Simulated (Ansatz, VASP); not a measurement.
# SnH5CN2Cl3 in two plane-wave programs, part 2 of 2

Aim: how closely do two programs agree when they are given the same cell, functional and k mesh? The cell is taken from a series of runs on this material, whose earlier steps may have relaxed, scaled, displaced or heated it; both programs get it as it stands.

VASP 6.6.1 and Ansatz 0.2.0.

So far. Step 2 (VASP: single point, HSE06): The run ends at a pressure of 0.62 GPa, with forces up to 0.42 eV/Å.

## Step 3: Ansatz: single point, HSE06

Level of this step: Ansatz beside VASP: Kohn-Sham DFT, plane waves, HSE06 (Ansatz).

Ansatz runs on its PAW soft_1 files.

The same cell, functional and mesh now go to Ansatz, which takes its cutoff from its data sets.

Input file input.yaml:

```yaml
crystal:
  lattice:
    - [6.040487, 0.0, 0.0]
    - [0.0, 3.859191, 4.02926845]
    - [0.0, -3.859191, 4.02926845]
  atoms:
    - { symbol: Sn, position: [0.5, 0.365752805, 0.365752805] }
    - { symbol: H, position: [0.2019885572, 0.716766626, 0.716766626] }
    - { symbol: H, position: [0.7980114428, 0.716766626, 0.716766626] }
    - { symbol: H, position: [0.3296690576, 0.9133964881, 0.9133964881] }
    - { symbol: H, position: [0.6703309424, 0.9133964881, 0.9133964881] }
    - { symbol: H, position: [0.0, 0.0554070664, 0.0554070664] }
    - { symbol: C, position: [0.0, 0.9197288014, 0.9197288014] }
    - { symbol: "N", position: [0.1905769662, 0.8429629205, 0.8429629205] }
    - { symbol: "N", position: [0.8094230338, 0.8429629205, 0.8429629205] }
    - { symbol: Cl, position: [0.5, 0.8896958166, 0.3439999912] }
    - { symbol: Cl, position: [0.5, 0.3439999912, 0.8896958166] }
    - { symbol: Cl, position: [0.0, 0.40596145, 0.40596145] }
kpoints:
  mp_grid: { grid: [2, 2, 2] }
  band_path:
    path:
      - [0.0, 0.0, 0.0]
      - [0.0, 0.5, 0.5]
      - [0.0, 0.53421382, 0.46578618]
      - [0.0, 0.46578618, -0.46578618]
      - [0.5, 0.0, 0.0]
      - [0.5, 0.46578618, -0.46578618]
      - [0.5, 0.53421382, 0.46578618]
      - [0.5, 0.5, 0.5]
    npoints: 1
hamiltonian:
  xc: hse06
  pseudopotentials: { kind: paw, azcp: { folder: soft_1 } }
scf:
  occupations: { method: fixed }
  n_extra_bands: 8
output:
  eigenvalues: true
  write_density: true
  write_potential: true
  elf: true
  volumetric_format: npy
```

Started as:

```
$ ansatz run input.yaml --threads 2 --pin off --max-ram 92160MiB --backend cuda --events-out ev --progress --plain --runs-dir out --devices 1 --max-vram 13GiB
```

Numbers of over 12 decimals in the logs are rounded to 6 here.

Log:

```text
scf.n_extra_bands = 8 over 27 filled bands (N_el = 54.0): the run solves 35 bands
exact exchange: scf.exx.singularity resolves to wigner_seitz, which cuts the screened interaction at the faces of the exchange supercell's Wigner-Seitz cell, so that each pair interacts once, at the shortest of its separations (the periodic images that this leaves out come, for a point-like exchange hole, to about 0.002 eV on a filled level). The cut falls within the interaction's reach, and what an exchange supercel [...]
GPUs: using 1 of 1 available (devices: 1).
Engine: ansatz 0.2.0, x86_64-unknown-linux-gnu
Pseudopotentials: kind: paw
Pseudopotential: Sn, paw, valence charge 14, recommended cutoff 420 eV (normal), soft_1/Sn.paw.azcp
Pseudopotential: H, paw, valence charge 1, recommended cutoff 420 eV (normal), soft_1/H.paw.azcp
Pseudopotential: C, paw, valence charge 4, recommended cutoff 420 eV (normal), soft_1/C.paw.azcp
Pseudopotential: N, paw, valence charge 5, recommended cutoff 420 eV (normal), soft_1/N.paw.azcp
Pseudopotential: Cl, paw, valence charge 7, recommended cutoff 420 eV (normal), soft_1/Cl.paw.azcp
Functional definition: HSE06
  parameter a = 0.25
  parameter omega = 0.11/bohr
  exchange = pbe_x - a*pbe_x_sr(omega) + a*exact_x_sr(omega)
  correlation = pbe_c
davidson cushion auto → on  (no smearing: the cushion is to keep the highest requested band from converging to the state above it; pin scf.eigensolver.cushion to override)
device memory: the entry about to start is reckoned to put 1.6 GiB on a device that reports 26.6 GiB free (of which the cap on the GPU budget leaves the run 13.0 GiB)
GPU FFT provider: cuFFT
GPU libraries: cuBLAS 13.8.2, cuFFT 12.4.0, cuSOLVER 12.3.4
Crystal: 12 atoms, lattice volume = 187.856 Å³
Basis set: ecut = 420 eV, 3677 PW (Γ)
Bands: 35, of which v1, the nominal top of the filled ones, is band 27 counted from 1 (26 counted from 0)
Symmetry: 4 space group operations
Space group: Amm2 (ITA 38), of the structure as read, at distance tolerance 5.7e-5 Å
k-points: 6 of 8
Non-local potential: Sn, projectors of the file, l = 0: 2, l = 1: 2, l = 2: 2, l = 3: 1
Non-local potential: H, projectors of the file, l = 0: 2, l = 1: 1
Non-local potential: C, projectors of the file, l = 0: 2, l = 1: 2, l = 2: 1
Non-local potential: N, projectors of the file, l = 0: 2, l = 1: 2, l = 2: 1
Non-local potential: Cl, projectors of the file, l = 0: 2, l = 1: 2, l = 2: 1
PAW form: soft (Blöchl's): semilocal exchange-correlation on the pseudo side does not see the compensation charge
PAW frozen core: Sn, regenerated for the run's functional, and the local potential with it (the file was generated under x = pbe(κ = 0.804, μ = 0.219515), c = pbe(β = 0.066725))
PAW frozen core: C, regenerated for the run's functional, and the local potential with it (the file was generated under x = pbe(κ = 0.804, μ = 0.219515), c = pbe(β = 0.066725))
PAW frozen core: N, regenerated for the run's functional, and the local potential with it (the file was generated under x = pbe(κ = 0.804, μ = 0.219515), c = pbe(β = 0.066725))
PAW frozen core: Cl, regenerated for the run's functional, and the local potential with it (the file was generated under x = pbe(κ = 0.804, μ = 0.219515), c = pbe(β = 0.066725))
PAW one-centre angular grid: Sn, 590 points (default); XC on 64 Gauss nodes
PAW one-centre angular grid: H, 110 points (default); XC on 64 Gauss nodes
PAW one-centre angular grid: C, 110 points (default); XC on 64 Gauss nodes
PAW one-centre angular grid: N, 110 points (default); XC on 64 Gauss nodes
PAW one-centre angular grid: Cl, 110 points (default); XC on 64 Gauss nodes
Initial density: superposition of atomic densities (chi_scale 0.1, normalization cell), built separately for each of the 2 bonded fragments (scf.initial_density.interfragment_charge_transfer: auto; true builds it for the cell as a whole; a typed value also counts as a typed key of the start: scf.initial_density.chi_scale says what that changes, if anything)
Initial wavefunctions: pseudopotential atomic-orbital guess
GPU buffer pool allocated for 72000 grid points (all kernels)
GPU transforms: local potential and band sums: pruned to the plane-wave sphere, on 45×40×40
Functional: x = pbe(κ = 0.804, μ = 0.219515), c = pbe(β = 0.066725), warm-up for x = pbe(κ = 0.804, μ = 0.219515) + 0.25 (exact − pbe) at short range (hse, ω = 0.207870 Å⁻¹), c = pbe(β = 0.066725); HSE06 as pw.x's `hse` composes it (authors' and Libxc's form: `xc: wpbeh`)
SCF iter   1: F=—  HF=-10369.580713 eV  |F-HF|=—  |Δ(HF+E_count)|=         —  Δρ=7.39e-2  dr2=8.82e0  ethr=1.00e-1  ⟨swp⟩=4.7  Hψ=662  notcnv=0
preconditioner: auto → none  [insulator: Δε(μ)=0.995 eV  Ē_g=11.268 eV  n_scr=28 (ndim 8)  ℏωp=17.1 eV  f_vac=0.046]
SCF iter   2: F=—  HF=-10367.098518 eV  |F-HF|=—  |Δ(HF+E_count)|=    2.48e0  Δρ=3.32e-2  dr2=1.08e0  ethr=1.63e-2  ⟨swp⟩=4.0  Hψ=574  notcnv=0
SCF iter   3: F=—  HF=-10366.952401 eV  |F-HF|=—  |Δ(HF+E_count)|=   1.46e-1  Δρ=1.39e-2  dr2=2.12e-1  ethr=1.99e-3  ⟨swp⟩=3.7  Hψ=568  notcnv=0
iter 4 solved again at ethr=3.75e-5 eV; its pass at ethr=3.93e-4 eV (dr2=2.03e-2 eV) is discarded
SCF iter   4: F=—  HF=-10366.931624 eV  |F-HF|=—  |Δ(HF+E_count)|=   2.08e-2  Δρ=3.78e-3  dr2=2.08e-2  ethr=3.75e-5  ⟨swp⟩=3.5  Hψ=1048  notcnv=0
[...]
SCF 1 stopped early in 6 iterations: F = -10366.928832 eV  dr2 = 5.86e-5
  greatest PAW one-centre occupation: 0.993 electrons in one spin orbital (limit 2), on the Sn atom at site 0 (counted from 0), in its partial waves of l = 2
device memory: the entry about to start is reckoned to put 2.3 GiB on a device that reports 26.5 GiB free (of which the cap on the GPU budget leaves the run 13.0 GiB)
GPU FFT provider: cuFFT
GPU libraries: cuBLAS 13.8.2, cuFFT 12.4.0, cuSOLVER 12.3.4
Initial density: handed on by an earlier stage of this run
Initial wavefunctions: those handed on with the density
GPU buffer pool allocated for 72000 grid points (all kernels)
GPU transforms: local potential and band sums: pruned to the plane-wave sphere, on 45×40×40
Functional: x = pbe(κ = 0.804, μ = 0.219515) + 0.25 (exact − pbe) at short range (hse, ω = 0.207870 Å⁻¹), c = pbe(β = 0.066725); HSE06 as pw.x's `hse` composes it (authors' and Libxc's form: `xc: wpbeh`)
Exchange kernel: α = 0.2500, screened, ω = 0.2079 Å⁻¹, Wigner–Seitz truncation, v(0) = 962.7592 eV·Å³, q-mesh 2×2×2, nearest image of the exchange supercell L = 11.16 Å, pair-density grid 30×27×27, without the augmentation charges, whose exchange is taken in its separable form by FFT convolution over the k-point mesh (sized by the pseudopotential files, 45×40×40 at the most), smooth part of the exact exchange by density-matrix convolution in up to 1.72 GiB of GPU memory as planned if the GPU has room (build and FFT work areas not counted)
Frozen-core exchange: fock
SCF iter   1: F=—  HF=-10372.903168 eV  |F-HF|=—  |Δ(HF+E_count)|=         —  Δρ=5.33e-3  dr2=4.82e-2  ethr=1.09e-6  ⟨swp⟩=9.5  Hψ=1173  notcnv=0
preconditioner: auto → none  [insulator: Δε(μ)=1.844 eV  Ē_g=12.940 eV  n_scr=28 (ndim 8)  ℏωp=17.1 eV  f_vac=0.087]
SCF iter   2: F=—  HF=-10372.886148 eV  |F-HF|=—  |Δ(HF+E_count)|=   1.70e-2  Δρ=1.80e-3  dr2=4.61e-3  ethr=1.09e-6  ⟨swp⟩=5.3  Hψ=892  notcnv=0
SCF iter   3: F=—  HF=-10372.897816 eV  |F-HF|=—  |Δ(HF+E_count)|=   1.17e-2  Δρ=1.01e-3  dr2=1.71e-3  ethr=1.09e-6  ⟨swp⟩=5.0  Hψ=747  notcnv=0
SCF iter   4: F=—  HF=-10372.897201 eV  |F-HF|=—  |Δ(HF+E_count)|=   6.15e-4  Δρ=1.62e-4  dr2=6.05e-5  ethr=1.09e-6  ⟨swp⟩=3.7  Hψ=615  notcnv=0
SCF iter   5: F=—  HF=-10372.897371 eV  |F-HF|=—  |Δ(HF+E_count)|=   1.70e-4  Δρ=1.08e-4  dr2=2.48e-5  ethr=5.30e-8  ⟨swp⟩=5.7  Hψ=670  notcnv=0  defer=1
SCF iter   6: F=-10372.897364 eV  HF=-10372.897365 eV  |F-HF|=7.61e-7  |Δ(HF+E_count)|=   6.45e-6  Δρ=2.50e-5  dr2=3.80e-6  ethr=4.09e-8  ⟨swp⟩=3.2  Hψ=571  notcnv=0
SCF 2 stopped early in 6 iterations: F = -10372.897364 eV  dr2 = 3.80e-6
  greatest PAW one-centre occupation: 0.994 electrons in one spin orbital (limit 2), on the Sn atom at site 0 (counted from 0), in its partial waves of l = 2
hybrid outer 1: dexx = +1.414e-2 eV, tail = 5.62e-5 eV
GPU FFT provider: cuFFT
GPU libraries: cuBLAS 13.8.2, cuFFT 12.4.0, cuSOLVER 12.3.4
GPU buffer pool allocated for 72000 grid points (all kernels)
GPU transforms: local potential and band sums: pruned to the plane-wave sphere, on 45×40×40
Exchange kernel: α = 0.2500, screened, ω = 0.2079 Å⁻¹, Wigner–Seitz truncation, v(0) = 962.7592 eV·Å³, q-mesh 2×2×2, nearest image of the exchange supercell L = 11.16 Å, pair-density grid 30×27×27, without the augmentation charges, whose exchange is taken in its separable form by FFT convolution over the k-point mesh (sized by the pseudopotential files, 45×40×40 at the most), smooth part of the exact exchange by density-matrix convolution in up to 1.72 GiB of GPU memory as planned if the GPU has room (build and FFT work areas not counted)
Frozen-core exchange: fock
SCF iter   1: F=—  HF=-10372.897145 eV  |F-HF|=—  |Δ(HF+E_count)|=         —  Δρ=3.61e-5  dr2=1.55e-6  ethr=5.21e-7  ⟨swp⟩=3.7  Hψ=505  notcnv=0
preconditioner: auto → none  [insulator: Δε(μ)=1.834 eV  Ē_g=12.918 eV  n_scr=28 (ndim 8)  ℏωp=17.1 eV  f_vac=0.092]
SCF iter   2: F=—  HF=-10372.897146 eV  |F-HF|=—  |Δ(HF+E_count)|=   5.09e-7  Δρ=1.51e-5  dr2=2.60e-7  ethr=2.68e-9  ⟨swp⟩=5.5  Hψ=736  notcnv=0  defer=1
SCF iter   3: F=-10372.897146 eV  HF=-10372.897146 eV  |F-HF|=4.80e-9  |Δ(HF+E_count)|=   3.69e-8  Δρ=6.67e-6  dr2=2.64e-8  ethr=4.04e-10  ⟨swp⟩=3.0  Hψ=520  notcnv=0
SCF 3 converged in 3 iterations: F = -10372.897146 eV  dr2 = 2.64e-8
hybrid outer 2: dexx = +6.900e-7 eV, tail = 6.91e-8 eV, Δε = 3.61e-3 eV (about 1.80e-4 eV left of the loop's levels)
device memory: the entry about to start is reckoned to put 0.9 GiB on a device that reports 27.1 GiB free (of which the cap on the GPU budget leaves the run 13.0 GiB)
NSCF: frozen V_eff on 8 k-points
hybrid SCF converged: 2 outer / 9 inner (+6 warm-up), last move |dexx| = 6.90e-7 eV, tail = 6.91e-8 eV
Stability not checked: this state was not tested for a lower state beside it, because the functional holds exact exchange (a hybrid, or Hartree-Fock), whose exchange loop this test does not read (fock_operator; see scf.lower_state_search)
Free energy (F): -10372.897146 eV
Frozen-core exchange: fock
Harris-Foulkes:  -10372.897146 eV  (|F-HF|=4.80e-9)
Internal energy: -10372.897146 eV  (E = F + TS)
E sigma→0 (E₀):  -10372.897146 eV
Fermi energy:    2.648848 eV
--- Per-component energies (eV) ---
  E_band       = -486.210145
  E_kinetic    = 1039.367739
  E_local      = -3311.393755  (includes V_loc(G=0)·N_el)
  E_nonlocal   = 331.536277
  E_hartree    = 1307.134663
  E_xc         = -527.361566
  E_vxc        = -552.766072  (∫ρ·V_xc dr)
  E_exx        = -127.469696  (= α·E_x^exact, valence–valence)
  E_paw        = -6712.350629  (= ΣΔE_a)
  E_vpaw       = -352.283094  (= ΣTr[D̂ρ^β])
  E_aug_tail   = -0.002635  (compensation charges beyond the density's cutoff)
  E_ewald      = -2372.221459
  E_core_change = -0.136085  (= ΣΔE_core)
  E_smearing   = -0.000000  (= −TS)
  E_closure    = -0.000000  (closes the sum)
  Σ components = -10372.897146   (vs F -10372.897146, Δ=-1.82e-12)
--- Band table (eV; the first three rows and the last of 6) ---
  k-point 0: bands = [... 23 lower, -0.6559, -0.3996, -0.2113, 0.0510, 6.3526, 7.3237, 7.6776, 8.4045, ... 4 higher]
  k-point 1: bands = [... 23 lower, -0.2290, -0.2288, -0.0494, 0.7534, 5.7041, 6.4214, 7.2275, 8.3492, ... 4 higher]
  k-point 2: bands = [... 23 lower, -0.3756, -0.0886, -0.0563, 1.8094, 5.1793, 5.3567, 6.5817, 6.7649, ... 4 higher]
  k-point 5: bands = [... 23 lower, -0.3904, -0.0856, 0.1415, 2.6488, 4.4829, 5.0111, 5.0639, 6.6711, ... 4 higher]
```

## Step 4: Side by side

Known differences besides the potentials themselves: exact exchange at q = 0 is treated differently, which shows on coarse meshes; VASP keeps PBE cores, Ansatz makes them for the functional; fixed occupations in Ansatz, narrow Gaussian smearing in VASP; the cutoff is 420 eV in Ansatz and 520 eV in VASP; VASP takes a coarser grid for exact exchange (PRECFOCK = Fast). Total energies have different zeros and are not compared.

Both answers:

| quantity | Ansatz | VASP | difference |
| --- | --- | --- | --- |
| gap on the k mesh (eV) | 1.834 | 1.833 | +0.001 |

A gap on the mesh is an upper bound, since the band edges may lie between its points.

## Step 5: Results

```
difference in gap on the k mesh (single point, HSE06) : 9.5e-4 eV
```

The difference in gap on the k mesh is 9.5e-4 eV (single point, HSE06), within the 0.08 eV picked in this series as the mark of a large difference. Such differences can come from data sets, numerical settings and the points named under the comparisons, not from the functional's error against experiment.

[Lines on the potential files, build, host, timing and source positions are cut from VASP's logs without a mark.]

[Logs are printed without paths, hosts, clocks, repeated set-up lines and the standing remarks that a program may print on its own settings, such as how far it seeks lower states.]

[Hosts, paths, dates, database ids (printed as entryN), source tags and the programs' standing remarks are cut or masked in the printed files.]
